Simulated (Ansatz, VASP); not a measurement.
# Two plane-wave programs on Be2ZnTe2Se

The input INCAR:

```
ALGO = Normal
EDIFF = 1E-7
ENCUT = 520
GGA = PE
ISIF = 2
ISMEAR = 0
LASPH = T
LCHARG = F
LREAL = F
LWAVE = F
NBANDS = 26
NELM = 100
PREC = Accurate
SIGMA = 0.1
```

The input KPOINTS:

```
k-points
0
Gamma
  6 6 2
```

File POSCAR:

```
Be2ZnTe2Se
1.0
    3.6108294200      0.0000000000      0.0000000000
    0.0000000000      3.6108294200      0.0000000000
    0.0000000000      0.0000000000      9.8890028000
Be Zn Te Se
2 1 2 1
Direct
    0.5000000000      0.0000000000      0.7961770300
    0.0000000000      0.5000000000      0.2038229700
    0.5000000000      0.5000000000      0.0000000000
    0.5000000000      0.0000000000      0.3395209900
    0.0000000000      0.5000000000      0.6604790100
    0.0000000000      0.0000000000      0.0000000000
```

Input for Ansatz:

```yaml
crystal:
  lattice:
    - [3.61082942, 0.0, 0.0]
    - [0.0, 3.61082942, 0.0]
    - [0.0, 0.0, 9.8890028]
  atoms:
    - { symbol: Be, position: [0.5, 0.0, 0.79617703] }
    - { symbol: Be, position: [0.0, 0.5, 0.20382297] }
    - { symbol: Zn, position: [0.5, 0.5, 0.0] }
    - { symbol: Te, position: [0.5, 0.0, 0.33952099] }
    - { symbol: Te, position: [0.0, 0.5, 0.66047901] }
    - { symbol: Se, position: [0.0, 0.0, 0.0] }
basis:
  ecutwfc: 420
kpoints:
  mp_grid: { grid: [6, 6, 2] }
hamiltonian:
  xc: pbe
scf:
  occupations: { method: gaussian, width: 0.1 }
  lower_state_search: "off"
output:
  forces: true
  stress: true
  eigenvalues: true
```

Change from the starting cell: species swapped into the Zr2SiTe2As type (P-4m2, No. 115).

Alike in both runs: task single point; functional PBE; k mesh 6 × 6 × 2; occupations gaussian, width 0.1 eV; no spin polarisation.

|  | VASP | Ansatz |
| --- | --- | --- |
| version | VASP 6.6.1 | Ansatz 0.2.0 |
| potentials or method | VASP PAW PBE potentials, release 64 (Be, Zn, Te, Se) | scalar-relativistic, plane waves, PAW |
| plane-wave cutoff (eV) | 520 | 420 |
| valence electrons in the cell | 34 | 64 |

|  | VASP | Ansatz | Ansatz less VASP |
| --- | --- | --- | --- |
| gap on the k mesh at the Fermi level (eV) | none | none | - |
| pressure (GPa) | -2.6 | -2.6 | -0.07 |
| largest component of the traceless stress (GPa) | 0.76 | 0.71 | -0.052 |
| rms of the force components (eV/Å) | 0.375 | 0.376 | +0.0012 |

Atom by atom the forces differ by 0.001 eV/Å (rms over components). A gap of «none» marks a metal or a gap that the smearing closes. The functional is the same, so the differences come from potentials, cutoffs and numerics. The two sets of potentials don't hold the same shells in valence.

The runs have no spin-orbit coupling, so splittings on Te are missing.
